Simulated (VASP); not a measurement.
Crystal: AlCl.

```
CELL_PARAMETERS angstrom
0.00000 2.84863 2.84863
2.84863 0.00000 2.84863
2.84863 2.84863 0.00000
ATOMIC_POSITIONS crystal
Al 0.50000 0.50000 0.50000
Cl 0.00000 0.00000 0.00000
```

The cell was built by a generator and needn't be a form met in nature.

| Property | Result |
| --- | --- |
| Program | VASP 6.6.1 |
| Task | relaxation of cell and atoms |
| Functional | SCAN |
| Potentials or basis | VASP PAW PBE potentials, release 64 (Al, Cl) |
| Cutoff | 600 eV |
| k mesh | 8 × 8 × 8 |
| Occupations | fermi-dirac, width 0.05 eV |
| Spin | no spin polarisation |

At the start: pressure 4.8 GPa; volume 23.12 Å³/atom.

Problem. How do energy, volume and symmetry change on relaxing?

Solution. Over 4 steps the energy falls by 55.6 meV/atom and the volume is 27.47 Å³/atom (+18.8 %); space group Fm-3m (No. 225, to 0.05 Å).

Step by step:
```csv
step,energy change (eV),largest force (eV/Å),pressure (GPa),volume (Å³)
1,0.0000,0.0000,4.75,46.23
2,-0.0905,0.0000,1.72,50.97
3,-0.1105,0.0000,0.26,54.29
4,-0.1111,0.0000,0.03,54.94
```

Final structure:
```yaml
crystal:
  lattice:
    - [0.00000, 3.01734, 3.01734]
    - [3.01734, 0.00000, 3.01734]
    - [3.01734, 3.01734, 0.00000]
  atoms:
    - { symbol: Al, position: [0.50000, 0.50000, 0.50000] }
    - { symbol: Cl, position: [0.00000, 0.00000, 0.00000] }
```

Caveat: the volume moved by over 15 % at a fixed basis, so the end points are rough; the PAW data sets were made with another functional, which shifts forces and pressure a little.
